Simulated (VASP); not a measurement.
# BaZrO3 (cubic perovskite): computed properties

Calculation: LDA (Ceperley-Alder, Perdew-Zunger), VASP's LDA PAW potentials (set 64) (plane waves; VASP).

For BaZrO3, the space group is Pm-3m (221), the cell is a = b = c = 4.1598 Å, α = β = γ = 90.00° and the volume per atom is 14.40 Å³/atom. The band gap (over mesh and band path) is 3.11 eV and the smallest direct gap (over mesh and band path) comes out as 3.31 eV. The band-edge character without spin-orbit coupling is indirect, R to Γ and the band gap with spin-orbit coupling is 3.08 eV. The density is 6.38 g/cm³. The mean ε∞ (DFPT) is 4.96. The mean ε∞ (independent particles) comes out as 5.10 and the mean static ε is 57.85. The optical Γ-point spectrum is 104 (×3), 176 (×3), 194 (×3), 522 (×3) cm⁻¹.

```cif
data_BaO3Zr
_chemical_formula_sum 'Ba1 Zr1 O3'
_space_group_name_H-M_alt 'Pm-3m'
_space_group_IT_number 221
_space_group_name_Hall '-P 4 2 3'
_cell_length_a 4.15980
_cell_length_b 4.15980
_cell_length_c 4.15980
_cell_angle_alpha 90.000
_cell_angle_beta 90.000
_cell_angle_gamma 90.000
loop_
_atom_site_label
_atom_site_type_symbol
_atom_site_symmetry_multiplicity
_atom_site_Wyckoff_symbol
_atom_site_fract_x
_atom_site_fract_y
_atom_site_fract_z
_atom_site_occupancy
Ba1 Ba 1 a 0.00000 0.00000 0.00000 1
Zr1 Zr 1 b 0.50000 0.50000 0.50000 1
O1 O 3 c 0.00000 0.50000 0.50000 1
```

Measured: a 4.191 Å (computed value off by -0.7 %), as given by Evaestov et al., (2010), arXiv:1010.1170. The calculation is for a static lattice, while the measured a holds thermal and zero-point effects, which are part of the difference. Unless said otherwise, spin-orbit coupling is left out, though it shifts the bands of the heavy elements here.

The compound is BaZrO3 in the cubic perovskite structure. It was relaxed first. Symmetry was kept, so distortions that lower it aren't found.
